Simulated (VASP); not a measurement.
```xyz
1
Lattice="-1.4797 1.4797 1.4797 1.4797 -1.4797 1.4797 1.4797 1.4797 -1.4797" Properties=species:S:1:pos:R:3 pbc="T T T"
V      0.0000     0.0000     0.0000
```

Method: PBEsol GGA, VASP's PBE PAW potentials (set 64) (plane waves; VASP). Run with 500 eV cut-off, 17×17×17 Γ-centred mesh, first-order Methfessel-Paxton smearing of 0.10 eV, potentials V_sv.

Energy and stress use the plane-wave basis of the starting cell.

### Question
The ions, cell shape and volume at an external pressure of 5.0 GPa are relaxed. What does this cell relax into?

### Answer

```xyz
1
Lattice="-1.4679 1.4679 1.4679 1.4679 -1.4679 1.4679 1.4679 1.4679 -1.4679" Properties=species:S:1:pos:R:3 pbc="T T T"
V      0.0000     0.0000     0.0000
```
Space group Im-3m (229), at a tolerance of 0.03 Å.

### Question
How do energy and volume change from the first to the last step?

### Answer
The energy (σ→0) changes by +4.6 meV/atom and the volume by -2.4 %, in 3 ionic steps.

The compound is V in the bcc structure. This run relaxes it under an external pressure of 5 GPa. Symmetry was kept, so distortions that lower it aren't found. The run is not spin-polarised, so no magnetic state was tried.
